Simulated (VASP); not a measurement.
```
Cu
1.0
    0.00000     1.84110     1.84110
    1.84110     0.00000     1.84110
    1.84110     1.84110     0.00000
Cu
1
Direct
  0.00000   0.00000   0.00000
```

The base run (VASP): PBE GGA, plane waves, VASP's PBE PAW potentials (set 64). Run with 400 eV cut-off, 15×15×15 Γ-centred mesh, first-order Methfessel-Paxton smearing of 0.10 eV, potentials Cu.

One setting is varied; ΔE counts from the base run. The base run took about 6 core-seconds. Times come from single runs on busy shared machines, so they are rough: good to a factor of about 2.

Pressures at a finite cut-off, here 400 eV, hold a Pulay part, which wasn't tested here.

```csv
setting,cost over the base run,electronic steps,ΔE (meV/atom),pressure (GPa)
PREC = Low,about 1/2,11,-2.8,-5.89
PREC = Normal,within a factor of 2,11,-0.1,-5.69
PREC = Single,within a factor of 2,11,-1.1,-5.95
LASPH = .FALSE.,within a factor of 2,11,0.2,-5.72
base run,reference,11,0.0,-5.72
ADDGRID = .TRUE.,within a factor of 2,11,0.0,-5.71
LREAL = Auto,within a factor of 2,11,-0.4,-5.72
```

Left out are runs that failed, have no time on record or changed the cell.

The compound is Cu in the fcc structure. The cell was not relaxed at this level.
